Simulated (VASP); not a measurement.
Input:

```yaml
crystal:
  lattice:
    - [0.00000, 2.60240, 2.60240]
    - [2.60240, 0.00000, 2.60240]
    - [2.60240, 2.60240, 0.00000]
  atoms:
    - { symbol: Sr, position: [0.00000, 0.00000, 0.00000] }
    - { symbol: O, position: [0.50000, 0.50000, 0.50000] }
```

Computed with PBE GGA, VASP's PBE PAW potentials (set 64) (plane waves; VASP 6.6.1). Run with 520 eV cut-off, 8×8×8 Γ-centred mesh, Gaussian smearing of 0.050 eV, potentials Sr_sv O.

Task: Predict the energy per atom (σ→0), band gap (on the k-mesh) with the smallest direct gap where there is one.

Result: 
```yaml
band gap (on the k-mesh): 3.28 eV
smallest direct gap (on the k-mesh): 3.39 eV
energy per atom (σ→0): -6.028 eV/atom
```

The compound is SrO in the rock salt structure. It was relaxed first. The start is the result of an earlier pass.
